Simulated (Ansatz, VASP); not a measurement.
# YSe: VASP beside Ansatz

File INCAR:

```
SYSTEM = YSe
PREC     = Accurate       ! precision mode
ENCUT    = 520            ! plane-wave cutoff, eV
EDIFF    = 1E-8           ! SCF threshold, eV
ISMEAR   = -1             ! smearing method
SIGMA    = 0.03           ! smearing width, eV
LREAL    = .False.        ! projectors in reciprocal space
LASPH    = .True.         ! aspherical terms in the spheres
NELM     = 80             ! most SCF steps
ALGO     = Normal         ! electronic algorithm
ISIF     = 2              ! what is computed and relaxed
LWAVE    = .False.        ! write WAVECAR
LCHARG   = .False.        ! write CHGCAR
LEFG     = .True.       
NBANDS   = 16             ! bands
```

The input KPOINTS:

```
regular mesh
0
Gamma
  7 7 7
  0 0 0
```

Contents of POSCAR:

```
YSe
1.0
    0.0000000000      2.8163100626      2.8163100626
    2.8163100626      0.0000000000      2.8163100626
    2.8163100626      2.8163100626      0.0000000000
Y Se
1 1
Direct
    0.0000000000      0.0000000000      0.0000000000
    0.5000000000      0.5000000000      0.5000000000
```

Input for Ansatz:

```yaml
crystal:
  lattice:
    - [0.0, 2.8163100626, 2.8163100626]
    - [2.8163100626, 0.0, 2.8163100626]
    - [2.8163100626, 2.8163100626, 0.0]
  atoms:
    - { symbol: "Y", position: [0.0, 0.0, 0.0] }
    - { symbol: Se, position: [0.5, 0.5, 0.5] }
kpoints:
  mp_grid: { grid: [7, 7, 7] }
scf:
  occupations: { method: fermi_dirac, width: 0.03 }
hamiltonian:
  xc: lda
  pseudopotentials: { kind: all_electron, datasets: crystal }
output:
  forces: true
  stress: true
  eigenvalues: true
  efg: { contact_densities: true }
```

Change from the starting cell: volume scaled by 0.94, crystal datasets.

Alike in both runs: task electric field gradients; functional LDA; k mesh 7 × 7 × 7; occupations fermi-dirac, width 0.03 eV; no spin polarisation.

```csv
,VASP,Ansatz
version,VASP 6.6.1,Ansatz 0.2.0
potentials or method,"VASP PAW LDA potentials, release 64 (Y_sv, Se)","all-electron PAW with datasets made for the crystal, scalar-relativistic"
plane-wave cutoff (eV),520,see its input
```

Ansatz gave:

```
pressure (GPa)                                                 : 0.5
Vzz of the field gradient on the site that differs most (V/Å²) : 0.0
```

Which values does VASP return?

Pressure (GPa): 0.7; Vzz of the field gradient on the site that differs most (V/Å²): 0.0.

Ansatz ran all-electron here, so the differences hold the error of VASP's frozen core and of both bases. Ansatz warned: «gradients_without_spin_orbit».
